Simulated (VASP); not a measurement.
Input:

```
PbI2
1.0
    2.27288    -3.93674     0.00000
    2.27288     3.93674     0.00000
    0.00000     0.00000     6.97751
Pb I
1 2
Direct
  0.00000   0.00000   0.00000
  0.33333   0.66667   0.27181
  0.66667   0.33333   0.72819
```

Computed with PBE GGA with D4 dispersion, VASP's PBE PAW potentials (set 64) (plane waves; VASP). Numerical set-up: 520 eV cut-off, 6×6×4 Γ-centred mesh, tetrahedra with Blöchl corrections, potentials Pb_d I.

The cores are frozen, which limits the accuracy of field gradients.

Question: Give the principal components of the electric field gradient (V/Å²) and the asymmetry η at each nucleus.

Answer: 
```json
[
 {"atom": "Pb1", "Vxx": "-5.8", "Vyy": "-5.8", "Vzz": "11.6", "η": "0.00"},
 {"atom": "I2", "Vxx": "-12.0", "Vyy": "-12.0", "Vzz": "24.1", "η": "0.00"},
 {"atom": "I3", "Vxx": "-12.0", "Vyy": "-12.0", "Vzz": "24.1", "η": "0.00"}
]
```

The compound is PbI2 in the 1T layered structure. It was relaxed first.
